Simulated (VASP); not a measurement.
Crystal: TaSi2.

```xyz
9
Lattice="4.7800 0.0000 0.0000 -2.3900 4.1396 0.0000 0.0000 0.0000 6.5640" Properties=species:S:1:pos:R:3 pbc="T T T"
Ta    2.3900    0.0000    3.2820
Ta    1.1950    2.0698    5.4700
Ta   -1.1950    2.0698    1.0940
Si    0.0000    1.3797    3.2820
Si    3.5851    0.6899    5.4700
Si    1.1951    3.4497    1.0940
Si    2.3900    2.7599    3.2820
Si   -1.1951    3.4497    5.4700
Si    1.1949    0.6899    1.0940
```

| Property | Result |
| --- | --- |
| Program | VASP 6.6.1 |
| Task | relaxation of cell and atoms |
| Functional | PBE |
| Potentials or basis | VASP PAW PBE potentials, release 64 (Ta, Si) |
| Cutoff | 300 eV |
| k mesh | 5 × 5 × 3 |
| Occupations | methfessel-paxton, width 0.1 eV |
| Spin | no spin polarisation |

At the start: pressure 3.3 GPa; volume 14.43 Å³/atom.

Where does the relaxation end?

Over 9 steps the energy falls by 21.0 meV/atom and the volume is 14.64 Å³/atom (+1.5 %); space group P6_222 (No. 180, to 0.05 Å).

The path:
```
step  energy change (eV)  largest force (eV/Å)  pressure (GPa)  volume (Å³)
   1              0.0000                0.8131            3.29       129.88
   2             -0.0791                0.2569           -5.33       135.53
   3             -0.1049                0.4364           -2.67       133.61
   4             -0.1763                0.0358            0.12       131.52
   5             -0.1766                0.0061            0.32       131.39
   6             -0.1884                0.0134            0.37       131.56
   7             -0.1886                0.0091            0.36       131.55
   8             -0.1883                0.0042           -0.49       132.13
   9             -0.1888                0.0072            0.01       131.79
```

Final structure:
```
Ta Si
1.0
     4.81376    0.00000    0.00000
    -2.40688    4.16884    0.00000
     0.00000    0.00000    6.56716
Ta Si
3 6
Cartesian
  2.4069 0.0000 3.2836
  1.2034 2.0844 5.4726
  -1.2034 2.0844 1.0945
  0.0000 1.3196 3.2836
  3.6710 0.6598 5.4726
  1.2641 3.5091 1.0945
  2.4069 2.8493 3.2836
  -1.2641 3.5091 5.4726
  1.1428 0.6598 1.0945
```

Caveat: the cutoff is under 1.25 times the usual one of these potentials, so pressure, stress and relaxed cells hold a basis-set (Pulay) error.
